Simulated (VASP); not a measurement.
Input:

```
CELL_PARAMETERS angstrom
      0.00000     2.94877     2.94877
      2.94877     0.00000     2.94877
      2.94877     2.94877     0.00000
ATOMIC_POSITIONS crystal
  Ca 0.00000 0.00000 0.00000
  Se 0.50000 0.50000 0.50000
```

The numbers are results of AM05 GGA, VASP's PBE PAW potentials (set 64) (plane waves; VASP), not measurements. Run with 520 eV cut-off, Gaussian smearing of 0.050 eV, potentials Ca_sv Se.

Question: Give the energies of bands 6 to 11 at the high-symmetry points, in eV from the valence-band maximum.

Answer: 
```csv
band,Γ,X,U,L,W
6,0.00,-2.56,-2.29,-3.34,-2.02
7,0.00,-0.95,-2.08,-1.23,-2.02
8,0.00,-0.95,-1.13,-1.23,-1.71
9,3.32,1.95,3.22,4.46,4.37
10,3.67,5.03,5.68,5.47,4.37
11,3.67,5.05,5.72,5.50,5.24
```

The gap is indirect, 1.95 eV, from the valence maximum at Γ to the conduction minimum at X.

Measured: gap 3.85 eV (computed value off by -1.90 eV), as given by Abedi et al., (2022), arXiv:2211.14644.

The compound is CaSe in the rock salt structure. It was relaxed first.
